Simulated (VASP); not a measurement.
Input:

```
NiSb
1.0
    3.30150     0.00000     0.00000
   -1.65075     2.85918     0.00000
    0.00000     0.00000     8.13484
Ni Sb
2 2
Direct
  0.33333   0.66667   0.03475
  0.66667   0.33333   0.53475
  0.33333   0.66667   0.34025
  0.66667   0.33333   0.84025
```

Calculation: PBEsol GGA, VASP's PBE PAW potentials (set 64) (plane waves; VASP). Settings: 400 eV cut-off, 12×12×5 Γ-centred mesh, tetrahedra with Blöchl corrections, potentials Ni Sb.

Unless said otherwise, spin-orbit coupling is left out, though it shifts the bands of the heavy elements here.

### Question
Predict the energy per atom (σ→0), band gap (on the k-mesh) with the smallest direct gap where there is one.

### Answer

- band gap (on the k-mesh): none (metal, semimetal or under 0.01 eV)
- energy per atom (σ→0): -5.230 eV/atom

Only differences to runs with the same potentials and settings are physical.

The structure was generated: NiSb was put into the wurtzite type (P6_3mc), which need not be its known phase. It was relaxed first, which changed the volume by -31 %. The run is not spin-polarised, so no magnetic state was tried.
